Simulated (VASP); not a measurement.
Given:

```
CELL_PARAMETERS angstrom
      3.49647     0.00000     0.00000
      0.00000     3.49647     0.00000
      0.00000     0.00000     3.49647
ATOMIC_POSITIONS crystal
  Fe 0.00000 0.00000 0.00000
  Ni 0.00000 0.50000 0.50000
  Ni 0.50000 0.00000 0.50000
  Ni 0.50000 0.50000 0.00000
```
Starting moments (μB, in the order of the record's atoms Fe Ni Ni Ni): 3.2 0.7 0.7 0.7.

All values below come from SCAN meta-GGA, VASP's PBE PAW potentials (set 64) (plane waves; VASP 6.6.1). Numerical set-up: 520 eV cut-off, 10×10×10 Γ-centred mesh, tetrahedra with Blöchl corrections, potentials Fe Ni.

The cores are frozen, which limits the accuracy of field gradients.

### Question
Give the principal components of the electric field gradient (V/Å²) and the asymmetry η at each nucleus.

### Answer

```tsv
atom	Vxx	Vyy	Vzz	η
Fe1	0.0	0.0	0.0	-
Ni2	-8.6	-8.6	17.2	0.00
Ni3	-8.6	-8.6	17.2	0.00
Ni4	-8.6	-8.6	17.2	0.00
```

The compound is Ni3Fe in the L1_2 structure. It was relaxed first.
